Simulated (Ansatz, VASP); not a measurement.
**SrPb2N2 in two plane-wave programs**

Aim: how closely do two programs agree when they are given the same cell, functional and k mesh? The cell is taken from a series of runs on this material, whose earlier steps may have relaxed, scaled, displaced or heated it; both programs get it as it stands. Other levels of theory on this material are compared in a session of their own.

Program: Ansatz 0.2.0. Level of theory: plane waves, with VASP 6.6.1 beside it; single point at LDA. Results are calculated unless marked as measured.

### Step 1. Starting point

The cell holds 5 atoms: 2 Pb, 1 Sr and 2 N. Its edges and angles: a = 3.602 Å, b = 3.602 Å, c = 20.830 Å, α = 90.0°, β = 90.0°, γ = 120.0°. It derives from SrPb2N2. As first built, before any earlier steps moved the atoms (in the runner's words): one layer cut from layered SrPb2N2 (space group P-3m1). Vacuum lies along c.

Structure file:

```cif
data_structure
_symmetry_space_group_name_H-M 'P 1'
_symmetry_Int_Tables_number 1
_cell_length_a 3.6018
_cell_length_b 3.6018
_cell_length_c 20.8300
_cell_angle_alpha 90.000
_cell_angle_beta 90.000
_cell_angle_gamma 120.000
_cell_volume 234.03
loop_
_atom_site_label
_atom_site_type_symbol
_atom_site_fract_x
_atom_site_fract_y
_atom_site_fract_z
_atom_site_occupancy
Pb1 Pb 0.00000 0.00000 0.36006 1
Pb2 Pb 0.33333 0.66667 0.63994 1
Sr3 Sr 0.66667 0.33333 0.50000 1
N4 N 0.00000 0.00000 0.57814 1
N5 N 0.33333 0.66667 0.42186 1
```

### Step 2. VASP: single point, LDA

With cell and atoms fixed, the geometry can't cause a difference; cores, projectors, grids and the points listed under the comparison can.

Lines of VASP's logs that name or quote its potential files are left out, and so is its time.

File INCAR:

```
SYSTEM = SrPb2N2
PREC = Accurate
ENCUT = 520
EDIFF = 1E-06
NELM = 120
ISMEAR = 0
SIGMA = 0.01
LREAL = .FALSE.
ALGO = Normal
GGA = PW92
NBANDS = 30
LORBIT = 11
LWAVE = .FALSE.
LCHARG = .FALSE.
ISIF = 2
LASPH = .TRUE.
GGA_COMPAT = .FALSE.
EFERMI = MIDGAP
KPAR = 2
```

File POSCAR:

```
SrPb2N2
1.0
    3.6018423509      0.0000000029      0.0000000000
   -1.8009211780      3.1192869749      0.0000000000
    0.0000000000      0.0000000000     20.8300000000
Pb Sr N
2 1 2
Direct
    0.0000000000      1.0000000000      0.3600634226
    0.3333333334      0.6666666666      0.6399365774
    0.6666666667      0.3333333333      0.5000000000
    0.0000000000      1.0000000000      0.5781350055
    0.3333333334      0.6666666666      0.4218649945
```

File KPOINTS:

```
Automatic mesh
0
Gamma
9 9 1
0 0 0
```

The projector-augmented-wave data sets are Pb_d, Sr_sv and N (LDA family, release 64).

Started as:

```bash
mpirun -np 2 vasp_std
```

Numbers of over 12 decimals in the logs are rounded to 6 here.

Log:

```text
[banner, memory and clock lines left out]
running    2 mpi-ranks, on    1 nodes
 distrk:  each k-point on    1 cores,    2 groups
 distr:  one band on    1 cores,    1 groups

 POSCAR found type information on POSCAR PbSrN
 POSCAR found :  3 types and       5 ions
|                                                                             |
|               ----> ADVICE to this user running VASP <----                  |
|                                                                             |
|     You enforced a specific xc type in the INCAR file but a different       |
|     [... a line on the potential file left out ...]
|     I HOPE YOU KNOW WHAT YOU ARE DOING!                                     |
|                                                                             |

 LDA part: xc-table for (Slater(with rela. corr.)+PW92), standard interpolation
 POSCAR, INCAR and KPOINTS ok, starting setup
 FFT: planning ... GRIDC
 FFT: planning ... GRID_SOFT
 FFT: planning ... GRID
 WAVECAR not read
 entering main loop
       N       E                     dE             d eps       ncg     rms          rms(c)
DAV:   1     0.520925337243E+03    0.52093E+03   -0.22193E+04   760   0.146E+03
DAV:   2     0.399066583136E+02   -0.48102E+03   -0.46355E+03   792   0.405E+02
DAV:   3    -0.329136538830E+02   -0.72820E+02   -0.70719E+02  1200   0.174E+02
DAV:   4    -0.362880053283E+02   -0.33744E+01   -0.33532E+01   936   0.406E+01
DAV:   5    -0.365761870782E+02   -0.28818E+00   -0.28799E+00  1328   0.980E+00    0.253E+01
DAV:   6    -0.303004648541E+02    0.62757E+01   -0.37911E+01  1314   0.557E+01    0.206E+01
DAV:   7    -0.295644537086E+02    0.73601E+00   -0.71824E+00   964   0.143E+01    0.107E+01
DAV:   8    -0.294238059987E+02    0.14065E+00   -0.16222E+00  1016   0.984E+00    0.170E+00
DAV:   9    -0.294059160373E+02    0.17890E-01   -0.17099E-01   910   0.265E+00    0.107E+00
DAV:  10    -0.294077355735E+02   -0.18195E-02   -0.13681E-02   948   0.683E-01    0.101E+00
DAV:  11    -0.294063799538E+02    0.13556E-02   -0.23448E-03  1128   0.610E-01    0.101E+00
DAV:  12    -0.294112899523E+02   -0.49100E-02   -0.38055E-02  1066   0.153E+00    0.189E+00
DAV:  13    -0.294617139478E+02   -0.50424E-01   -0.90123E-02  1240   0.201E+00    0.391E+00
DAV:  14    -0.294296627631E+02    0.32051E-01   -0.27224E-02  1052   0.113E+00    0.261E+00
[...]
DAV:  23    -0.294041472287E+02   -0.51478E-04   -0.50015E-05  1006   0.384E-02    0.460E-02
DAV:  24    -0.294041478136E+02   -0.58483E-06   -0.73140E-05  1018   0.585E-02    0.138E-02
DAV:  25    -0.294041663974E+02   -0.18584E-04   -0.60687E-06   866   0.125E-02    0.177E-02
DAV:  26    -0.294041904222E+02   -0.24025E-04   -0.27586E-05   984   0.369E-02    0.250E-02
DAV:  27    -0.294041976114E+02   -0.71892E-05   -0.20902E-06   678   0.102E-02    0.172E-02
DAV:  28    -0.294042052421E+02   -0.76308E-05   -0.71410E-06   788   0.150E-02    0.518E-03
DAV:  29    -0.294042089255E+02   -0.36834E-05   -0.93392E-07   566   0.620E-03    0.643E-03
DAV:  30    -0.294042098859E+02   -0.96034E-06   -0.17150E-07   522   0.394E-03
   1 F= -.29404210E+02 E0= -.29404210E+02  d E =0.000000E+00
```

Parts of OUTCAR (step 2):

```text
ion  position               nearest neighbor table
   1  0.000  0.000  0.360-   5 2.45   5 2.45   5 2.45   3 3.58   3 3.58   3 3.58
   2  0.333  0.667  0.640-   4 2.45   4 2.45   4 2.45   3 3.58   3 3.58   3 3.58
   3  0.667  0.333  0.500-   4 2.64   5 2.64   5 2.64   4 2.64   5 2.64   4 2.64   1 3.58   2 3.58
                             2 3.58   1 3.58   2 3.58   1 3.58
   4  0.000  0.000  0.578-   2 2.45   2 2.45   2 2.45   3 2.64   3 2.64   3 2.64
   5  0.333  0.667  0.422-   1 2.45   1 2.45   1 2.45   3 2.64   3 2.64   3 2.64

  LATTYP: Found a hexagonal cell.
 ALAT       =     3.6018423509
 C/A-ratio  =     5.7831515016

 Subroutine GETGRP returns: Found 12 space group operations
 (whereof  6 operations were pure point group operations)

The static configuration has the point symmetry C_3v.
 The point group associated with its full space group is D_3d.

 Found     12 irreducible k-points:

   k-points           NKPTS =     12   k-points in BZ     NKDIM =     12   number of bands    NBANDS=     30

   dimension x,y,z NGX =    28 NGY =   28 NGZ =  160
   dimension x,y,z NGXF=    56 NGYF=   56 NGZF=  320

   ENCUT  =  520.0 eV  38.22 Ry    6.18 a.u.   6.70  6.70 38.73*2*pi/ulx,y,z

   NELECT =      48.0000    total number of electrons

 k-points in reciprocal lattice and weights: Automatic mesh
   0.00000000  0.00000000  0.00000000       0.012
   0.11111111  0.00000000  0.00000000       0.074
   0.22222222  0.00000000  0.00000000       0.074
   0.33333333  0.00000000  0.00000000       0.074
   0.44444444  0.00000000  0.00000000       0.074
   0.11111111  0.11111111  0.00000000       0.074
   0.22222222  0.11111111  0.00000000       0.148
   0.33333333  0.11111111  0.00000000       0.148
   0.44444444  0.11111111  0.00000000       0.074
   0.22222222  0.22222222  0.00000000       0.074
   0.33333333  0.22222222  0.00000000       0.148
   0.33333333  0.33333333  0.00000000       0.025

 average (electrostatic) potential at core
       1 -96.9124       2 -96.9124       3 -39.4484       4 -67.5244       5 -67.5244

 E-fermi :   0.0552

 k-point     1 :       0.0000    0.0000    0.0000
  band No.  band energies     occupation
    ...
     20      -1.5165      2.00000
     21      -1.5165      2.00000
     22      -0.9702      2.00000
     23      -0.9702      2.00000
     24      -0.6146      2.00000
     25       0.7174      0.00000
     26       1.2819      0.00000
     27       3.7495      0.00000
     28       4.0956      0.00000
     29       4.1547      0.00000
    ...

 k-point     2 :       0.1111    0.0000    0.0000
  band No.  band energies     occupation
    ...
     20      -1.8219      2.00000
     21      -1.5694      2.00000
     22      -1.3591      2.00000
     23      -1.1006      2.00000
     24      -0.6070      2.00000
     25       1.3286      0.00000
     26       1.5429      0.00000
     27       3.8975      0.00000
     28       4.1550      0.00000
     29       4.2371      0.00000
    ...

 k-point     3 :       0.2222    0.0000    0.0000
  band No.  band energies     occupation
    ...
     20      -2.2850      2.00000
     21      -1.7511      2.00000
     22      -1.3707      2.00000
     23      -1.3028      2.00000
     24      -0.8614      2.00000
     25       1.9313      0.00000
     26       2.3264      0.00000
     27       3.2385      0.00000
     28       3.5377      0.00000
     29       4.1092      0.00000
    ...

  Total       -3.7593317     -3.7593317     -2.9216570      0.0000000      0.0000000     -0.0000000
  in kB      -25.7366448    -25.7366448    -20.0018658      0.0000000      0.0000000     -0.0000000
  external PRESSURE =     -23.8250518 kB  Pullay stress =       0.0000000 kB

  energy-cutoff  :      520.00
  volume of cell :      234.03
      direct lattice vectors                 reciprocal lattice vectors
     3.601842351  0.000000003  0.000000000     0.277635694  0.160293043  0.000000000
    -1.800921178  3.119286975  0.000000000    -0.000000000  0.320586085  0.000000000
     0.000000000  0.000000000 20.830000000     0.000000000  0.000000000  0.048007681

 POSITION                                       TOTAL-FORCE (eV/Angst)
 -----------------------------------------------------------------------------------
      0.00000      0.00000      7.50012        -0.000000      0.000000      0.562837
     -0.00000      2.07952     13.32988         0.000000     -0.000000     -0.562837
      1.80092      1.03976     10.41500         0.000000      0.000000     -0.000000
      0.00000      0.00000     12.04255        -0.000000      0.000000      0.127577
     -0.00000      2.07952      8.78745         0.000000     -0.000000     -0.127577
 -----------------------------------------------------------------------------------
    total drift:                               -0.000000      0.000000      0.000074

  FREE ENERGIE OF THE ION-ELECTRON SYSTEM (eV)
  ---------------------------------------------------
  free  energy   TOTEN  =       -29.4042098859 eV

  energy  without entropy=      -29.4042098859  energy(sigma->0) =      -29.40420989

 total charge
# of ion       s       p       d       tot
------------------------------------------
    1        1.383   0.730   9.838  11.950
    2        1.383   0.730   9.838  11.950
    3        2.022   5.791   0.291   8.104
    4        1.258   2.260   0.000   3.518
    5        1.258   2.260   0.000   3.518
--------------------------------------------------
tot          7.304  11.770  19.967  39.041

[... 3 further parts left out ...]
```

### Step 3. Ansatz: single point, LDA

Ansatz runs on its default PAW (the set named soft_2) files.

The same cell, functional (in two slightly different forms) and mesh now go to Ansatz, which takes its cutoff from its data sets.

File input.yaml:

```yaml
crystal:
  lattice:
    - [3.6018423509, 2.9e-09, 0.0]
    - [-1.800921178, 3.1192869749, 0.0]
    - [0.0, 0.0, 20.83]
  atoms:
    - { symbol: Pb, position: [0.0, 0.0, 0.3600634226] }
    - { symbol: Pb, position: [0.3333333333, 0.6666666667, 0.6399365774] }
    - { symbol: Sr, position: [0.6666666667, 0.3333333333, 0.5] }
    - { symbol: "N", position: [0.0, 0.0, 0.5781350055] }
    - { symbol: "N", position: [0.3333333333, 0.6666666667, 0.4218649945] }
kpoints:
  mp_grid: { grid: [9, 9, 1] }
scf:
  occupations: { method: fixed }
hamiltonian:
  xc: lda
  pseudopotentials: { kind: paw }
output:
  optics:
    e_range: [0, 15]
    de: 0.05
    sigma: 0.15
    nscf_kmesh: { grid: [12, 12, 1] }
    bands: { spectra_wanted_up_to: 15 }
```

Started as:

```bash
ansatz run input.yaml --threads 4 --pin off --max-ram 8192MiB --backend cpu --events-out ev --progress --plain --runs-dir out
```

Log:

```text
Engine: ansatz 0.2.0, aarch64-unknown-linux-gnu
Pseudopotentials: kind: paw
Pseudopotential: Pb, paw, valence charge 14, recommended cutoff 420 eV (normal), Pb.paw.azcp
Pseudopotential: Sr, paw, valence charge 10, recommended cutoff 420 eV (normal), Sr.paw.azcp
Pseudopotential: N, paw, valence charge 5, recommended cutoff 420 eV (normal), N.paw.azcp
Functional definition: SPW92
  exchange = slater_x
  correlation = pw_c
Crystal: 5 atoms, lattice volume = 234.029 Å³
Basis set: ecut = 420 eV, 4521 PW (Γ)
Bands: 29, of which v1, the nominal top of the filled ones, is band 24 counted from 1 (23 counted from 0)
Symmetry: 12 space group operations
Space group: P-3m1 (ITA 164), of the structure as read, at distance tolerance 6.2e-5 Å
k-points: 12 of 81
Non-local potential: Pb, projectors of the file, l = 0: 2, l = 1: 2, l = 2: 2, l = 3: 2
Non-local potential: Sr, projectors of the file, l = 0: 3, l = 1: 2, l = 2: 2
Non-local potential: N, projectors of the file, l = 0: 2, l = 1: 2, l = 2: 1
PAW form: soft (Blöchl's): semilocal exchange-correlation on the pseudo side does not see the compensation charge
PAW frozen core: Pb, regenerated for the run's functional, and the local potential with it (the file was generated under x = pbe(κ = 0.804, μ = 0.219515), c = pbe(β = 0.066725))
PAW frozen core: Sr, regenerated for the run's functional, and the local potential with it (the file was generated under x = pbe(κ = 0.804, μ = 0.219515), c = pbe(β = 0.066725))
PAW frozen core: N, regenerated for the run's functional, and the local potential with it (the file was generated under x = pbe(κ = 0.804, μ = 0.219515), c = pbe(β = 0.066725))
PAW one-centre angular grid: Pb, 590 points (default); XC on 64 Gauss nodes
PAW one-centre angular grid: Sr, 110 points (default); XC on 64 Gauss nodes
PAW one-centre angular grid: N, 110 points (default); XC on 64 Gauss nodes
Initial density: superposition of atomic densities (neutral atoms: chi_scale 0, normalization atom), corrected by the library's trained network
Initial wavefunctions: pseudopotential atomic-orbital guess
Functional: x = slater, c = lda
SCF iter   1: F=—  HF=-27397.562224 eV  |F-HF|=—  |Δ(HF+E_count)|=         —  Δρ=7.53e-3  dr2=1.88e-1  ethr=1.77e-3  ⟨swp⟩=5.4  Hψ=1642  notcnv=0  defer=36
preconditioner: auto → Resta (q_TF=auto, 2.095 Å⁻¹)  ε∞=2.3  [insulator: Δε(μ)=1.243 eV  Ē_g=14.483 eV  n_scr=30 (ndim 8)  ℏωp=16.5 eV  f_vac=0.534  ε∞_Penn≈2.3  vacuum switching on, ρ_ref=1.5e-2 e/Å³]
SCF iter   2: F=—  HF=-27397.525990 eV  |F-HF|=—  |Δ(HF+E_count)|=   3.62e-2  Δρ=4.39e-3  dr2=5.90e-2  ethr=3.91e-4  ⟨swp⟩=2.9  Hψ=602  notcnv=0  defer=36
SCF iter   3: F=—  HF=-27397.520480 eV  |F-HF|=—  |Δ(HF+E_count)|=   5.51e-3  Δρ=2.07e-3  dr2=2.28e-2  ethr=1.23e-4  ⟨swp⟩=2.9  Hψ=485  notcnv=0  defer=36
SCF iter   4: F=—  HF=-27397.517995 eV  |F-HF|=—  |Δ(HF+E_count)|=   2.49e-3  Δρ=9.14e-4  dr2=2.44e-3  ethr=4.75e-5  ⟨swp⟩=2.2  Hψ=384  notcnv=0  defer=36
SCF iter   5: F=—  HF=-27397.517818 eV  |F-HF|=—  |Δ(HF+E_count)|=   1.77e-4  Δρ=2.04e-4  dr2=7.18e-5  ethr=5.07e-6  ⟨swp⟩=2.3  Hψ=432  notcnv=0  defer=36
SCF iter   6: F=—  HF=-27397.517827 eV  |F-HF|=—  |Δ(HF+E_count)|=   8.29e-6  Δρ=4.43e-5  dr2=4.23e-6  ethr=1.50e-7  ⟨swp⟩=3.0  Hψ=638  notcnv=0  defer=36
SCF iter   7: F=—  HF=-27397.517925 eV  |F-HF|=—  |Δ(HF+E_count)|=   9.81e-5  Δρ=1.91e-5  dr2=8.66e-7  ethr=8.82e-9  ⟨swp⟩=2.0  Hψ=623  notcnv=0  defer=34
SCF iter   8: F=—  HF=-27397.517924 eV  |F-HF|=—  |Δ(HF+E_count)|=   2.99e-7  Δρ=4.16e-6  dr2=4.25e-8  ethr=1.80e-9  ⟨swp⟩=2.2  Hψ=572  notcnv=0  defer=34
SCF iter   9: F=—  HF=-27397.517924 eV  |F-HF|=—  |Δ(HF+E_count)|=   9.61e-9  Δρ=9.72e-7  dr2=2.04e-9  ethr=8.85e-11  ⟨swp⟩=2.2  Hψ=632  notcnv=0  defer=34
SCF iter  10: F=—  HF=-27397.517924 eV  |F-HF|=—  |Δ(HF+E_count)|=  5.06e-10  Δρ=8.10e-8  dr2=1.51e-11  ethr=4.24e-12  ⟨swp⟩=2.0  Hψ=615  notcnv=0  defer=34
SCF iter  11: F=-27397.517924 eV  HF=-27397.517924 eV  |F-HF|=3.64e-12  |Δ(HF+E_count)|=  1.09e-11  Δρ=3.89e-8  dr2=4.98e-12  ethr=1.00e-12  ⟨swp⟩=14.8  Hψ=1918  notcnv=0
SCF 1 converged in 11 iterations: F = -27397.517924 eV  dr2 = 4.98e-12
  greatest PAW one-centre occupation: 0.987 electrons in one spin orbital (limit 2), on the Sr atom at site 2 (counted from 0), in its partial waves of l = 0
NSCF: frozen V_eff on 19 k-points
NSCF: frozen V_eff on 1 k-points
[...]
output.optics: what the bands over the 84 summed would add to eps1, eps2 and the energy-loss function is held between a lower and an upper bound (8 Lanczos steps). eps1, eps2 and their loss function (loss_summed_bands) are given on every row as the summed bands alone make them. Along an axis, on a row where the two bounds hold the loss function to about 1 % of the greater of itself and 0.5 % of |1/eps|, its cell (loss_completed) is given, with the completed eps1 and eps2 that it is formed of (a cell that is left empty reads nan in the table and null in the record). The two bounds hold it so along every axis on all 301 rows up to 15.000 eV. [rest of the remark cut]
SCF converged after 11 iterations
Free energy (F): -27397.517924 eV
Harris-Foulkes:  -27397.517924 eV  (|F-HF|=3.64e-12)
Internal energy: -27397.517924 eV  (E = F + TS)
E sigma→0 (E₀):  -27397.517924 eV
Fermi energy:    1.303659 eV
--- Per-component energies (eV) ---
  E_band       = -505.199111
  E_kinetic    = 1078.542126
  E_local      = -26333.206563  (includes V_loc(G=0)·N_el)
  E_nonlocal   = 1008.790239
  E_hartree    = 12538.142185
  E_xc         = -727.483662
  E_vxc        = -579.194783  (∫ρ·V_xc dr)
  E_paw        = -23037.685437  (= ΣΔE_a)
  E_vpaw       = -756.414761  (= ΣTr[D̂ρ^β])
  E_aug_tail   = 0.000262  (compensation charges beyond the density's cutoff)
  E_ewald      = 8075.084130
  E_core_change = 0.298796  (= ΣΔE_core)
  E_smearing   = -0.000000  (= −TS)
  E_closure    = -0.000000  (closes the sum)
  Σ components = -27397.517924   (vs F -27397.517924, Δ=0.00e0)
--- Band table (eV; the first three rows and the last of 12) ---
  k-point 0: bands = [... 20 lower, 0.4173, 0.9498, 0.9498, 1.2936, 2.6342, 3.1990, 5.6728, 6.0299, ... 1 higher]
  k-point 1: bands = [... 20 lower, 0.3635, 0.5603, 0.8210, 1.3037, 3.2454, 3.4594, 5.8289, 6.0752, ... 1 higher]
  k-point 2: bands = [... 20 lower, 0.1804, 0.5530, 0.6137, 1.0512, 3.8479, 4.2381, 5.1584, 5.4541, ... 1 higher]
  k-point 11: bands = [... 20 lower, -0.5230, -0.5230, 0.4449, 0.4449, 3.8521, 4.1058, 4.8855, 4.8855, ... 1 higher]
```

In the SCF lines HF is the Harris–Foulkes energy and dr2 the Hartree energy of the density residual, in eV; the loop may stop once dr2 is under the threshold and the program's other checks hold. Hψ counts applications of the Hamiltonian.

### Step 4. Differences

Known differences besides the potentials themselves: fixed occupations in Ansatz, narrow Gaussian smearing in VASP; the cutoff is 420 eV in Ansatz and 520 eV in VASP; VASP's log shows a relativistic correction to its local exchange, Ansatz's none. Total energies have different zeros and are not compared.

Both answers:

```tsv
quantity	Ansatz	VASP	difference
gap on the k mesh (eV)	1.330	1.324	+0.006
```

A gap on the mesh is an upper bound, since the band edges may lie between its points; neither run holds spin-orbit coupling, which can move the band edges of a compound of Pb. With vacuum in the cell, a pressure given here is an average over mostly empty space and none of the material.

### Step 5. Outcome

```json
{
 "difference in gap on the k mesh (single point, LDA)": "0.0061 eV"
}
```

The difference in gap on the k mesh is 0.0061 eV (single point, LDA), within the 0.08 eV picked in this series as the mark of a large difference. 4 further runs of this series are not shown here. How closely two codes agree says nothing of how well the functional describes the real material.

[Lines on the potential files, build, host, timing and source positions are cut from VASP's logs without a mark.]

[Logs are printed without paths, hosts, clocks, repeated set-up lines and the standing remarks that a program may print on its own settings, such as how far it seeks lower states.]

[Hosts, paths, dates, database ids (printed as entryN), source tags and the programs' standing remarks are cut or masked in the printed files.]
